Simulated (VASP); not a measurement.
Calculation: SCAN meta-GGA, VASP's PBE PAW potentials (set 64) (plane waves; VASP).

Input for VASP

File POSCAR:
```
BP
4.5668280
  0.0000000000   0.5000000402   0.5000000402
  0.5000000402   0.0000000000   0.5000000402
  0.5000000402   0.5000000402   0.0000000000
B P
1 1
direct
  0.0000000000   0.0000000000   0.0000000000
  0.2500000000   0.2500000000   0.2500000000
```

KPOINTS:
```
Automatic mesh
0
Gamma
10 10 10
0 0 0
```

### INCAR
```
# general
SYSTEM   =  BP
PREC     =  Accurate
ENCUT    =  520
LREAL    =  .False.
LASPH    =  .True.

# electronic loop
EDIFF    =  1E-7
NELM     =  100
ALGO     =  Normal
LMIXTAU  =  .True.

# smearing
ISMEAR   =  0
SIGMA    =  0.05

# functional
METAGGA  =  SCAN

# ions
ISIF     =  2

# output
LWAVE    =  .False.
LCHARG   =  .False.
```

POTCAR, in this order: B P (PBE.64 set). Program: vasp_std.

What VASP printed:

File OSZICAR:
```
       N       E                     dE             d eps       ncg     rms          rms(c)
DAV:   1     0.341656816881E+01    0.34166E+01   -0.41427E+03   752   0.919E+02
DAV:   2    -0.204664190172E+02   -0.23883E+02   -0.22973E+02  1160   0.114E+02
DAV:   3    -0.207677017189E+02   -0.30128E+00   -0.30128E+00   936   0.163E+01
DAV:   4    -0.207682787854E+02   -0.57707E-03   -0.57707E-03  1128   0.698E-01
DAV:   5    -0.207682792683E+02   -0.48292E-06   -0.48291E-06  1016   0.160E-02    0.727E+00
DAV:   6    -0.188638585507E+02    0.19044E+01   -0.10274E+00  1088   0.841E+00    0.429E+00
DAV:   7    -0.186731422045E+02    0.19072E+00   -0.60829E-01   832   0.707E+00    0.121E+00
DAV:   8    -0.185884101488E+02    0.84732E-01   -0.26784E-01   848   0.591E+00    0.634E-01
DAV:   9    -0.188323267909E+02   -0.24392E+00   -0.21506E-01   784   0.693E+00    0.169E-01
DAV:  10    -0.188574978619E+02   -0.25171E-01   -0.11847E-02   896   0.149E+00    0.182E-01
DAV:  11    -0.188569260240E+02    0.57184E-03   -0.25261E-04  1040   0.254E-01    0.200E-01
DAV:  12    -0.188559304100E+02    0.99561E-03   -0.56805E-02   752   0.387E+00    0.371E-01
DAV:  13    -0.188575177599E+02   -0.15873E-02   -0.34069E-02   752   0.299E+00    0.241E-01
DAV:  14    -0.188574777682E+02    0.39992E-04   -0.24864E-04   960   0.193E-01    0.217E-01
DAV:  15    -0.188573616092E+02    0.11616E-03   -0.29527E-04   752   0.287E-01    0.200E-01
DAV:  16    -0.188573714770E+02   -0.98678E-05   -0.19019E-04   752   0.225E-01    0.340E-02
DAV:  17    -0.188573359823E+02    0.35495E-04   -0.15536E-04   856   0.177E-01    0.608E-02
DAV:  18    -0.188573863304E+02   -0.50348E-04   -0.65779E-05   752   0.126E-01    0.507E-02
DAV:  19    -0.188574094389E+02   -0.23109E-04   -0.13238E-04   752   0.181E-01    0.879E-03
DAV:  20    -0.188574114135E+02   -0.19745E-05   -0.62645E-06   976   0.324E-02    0.855E-03
DAV:  21    -0.188574134142E+02   -0.20008E-05   -0.41569E-06   808   0.275E-02    0.981E-03
DAV:  22    -0.188574131391E+02    0.27509E-06   -0.76147E-07   800   0.149E-02    0.745E-03
DAV:  23    -0.188574145985E+02   -0.14594E-05   -0.13020E-06   824   0.171E-02    0.139E-03
DAV:  24    -0.188574150425E+02   -0.44394E-06   -0.19700E-07   880   0.636E-03    0.445E-04
DAV:  25    -0.188574150636E+02   -0.21081E-07   -0.13362E-08   376   0.196E-03
   1 F= -.18857415E+02 E0= -.18857415E+02  d E =-.706494E-11
```

**OUTCAR**
```
------------------------ aborting loop because EDIFF is reached ----------------------------------------
  FORCE on cell =-STRESS in cart. coord.  units (eV):
  Direction    XX          YY          ZZ          XY          YZ          ZX
  --------------------------------------------------------------------------------------
  Total       -0.7160982     -0.7160982     -0.7160982      0.0000000     -0.0000000     -0.0000000
  in kB      -48.1835856    -48.1835856    -48.1835856      0.0000000     -0.0000000     -0.0000000
  external PRESSURE =     -48.1835856 kB  Pullay stress =       0.0000000 kB
  volume of cell :       23.81
      direct lattice vectors                 reciprocal lattice vectors
     0.000000000  2.283414184  2.283414184    -0.218970349  0.218970349  0.218970349
     2.283414184  0.000000000  2.283414184     0.218970349 -0.218970349  0.218970349
     2.283414184  2.283414184  0.000000000     0.218970349  0.218970349 -0.218970349
  FREE ENERGIE OF THE ION-ELECTRON SYSTEM (eV)
  ---------------------------------------------------
  free  energy   TOTEN  =       -18.8574150636 eV

  energy  without entropy=      -18.8574150635  energy(sigma->0) =      -18.85741506
```
(Selected blocks of OUTCAR.)

The compound is BP in the zinc blende structure. This cell is one point of a volume scan, at 1.03 of the reference volume.
